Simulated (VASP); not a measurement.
Consider the following.

```yaml
crystal:
  lattice:
    - [0.00000, 2.71741, 2.71741]
    - [2.71741, 0.00000, 2.71741]
    - [2.71741, 2.71741, 0.00000]
  atoms:
    - { symbol: Ce, position: [0.00460, 0.00460, 0.99540] }
    - { symbol: O, position: [0.25000, 0.25000, 0.25000] }
    - { symbol: O, position: [0.75000, 0.75000, 0.75000] }
```

Method: r2SCAN meta-GGA, VASP's PBE PAW potentials (set 64) (plane waves; VASP). Run with 600 eV cut-off, 6×6×6 Γ-centred mesh, Gaussian smearing of 0.050 eV, potentials Ce O.

**Question.** What does the run give for the energy per atom (σ→0), largest force?

**Answer.** 
```yaml
energy per atom (σ→0): -18.013 eV/atom
largest_force: 0.177 eV/Å
```

The absolute energy has meaning only against runs of the same code, potentials and settings.

The compound is CeO2 in the fluorite structure. This cell was strained or had an atom moved on purpose. The run is not spin-polarised, so no magnetic state was tried.
